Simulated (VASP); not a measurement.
Input:

```yaml
crystal:
  lattice:
    - [0.00000, 3.54738, 3.54738]
    - [3.54738, 0.00000, 3.54738]
    - [3.54738, 3.54738, 0.00000]
  atoms:
    - { symbol: K, position: [0.00000, 0.00000, 0.00000] }
    - { symbol: I, position: [0.50000, 0.50000, 0.50000] }
```

The numbers are results of PBE GGA with D3 dispersion (zero damping), VASP's PBE PAW potentials (set 64) (plane waves; VASP 6.6.1), not measurements. Settings: 520 eV cut-off, Gaussian smearing of 0.050 eV, potentials K_sv I.

Unless said otherwise, spin-orbit coupling is left out, though it shifts the bands of the heavy elements here.

**Question.** Give the energies of bands 6 to 11 at the high-symmetry points, in eV from the valence-band maximum.

**Answer.** 
```
band     Γ      X      U      L      W
----  ----  -----  -----  -----  -----
6     0.00  -0.98  -0.84  -1.29  -0.71
7     0.00  -0.36  -0.74  -0.33  -0.71
8     0.00  -0.36  -0.37  -0.33  -0.58
9     3.93   4.96   5.62   5.51   6.46
10    6.50   5.74   6.59   7.67   6.46
11    6.50   8.08   7.59   8.12   6.60
```

The gap is direct, 3.93 eV, from the valence maximum at Γ to the conduction minimum at Γ.

Measured: gap 6.10 eV (computed value off by -2.17 eV), as given by Aguado et al., (1998), arXiv:cond-mat/9809176.

The compound is KI in the rock salt structure. It was relaxed first.
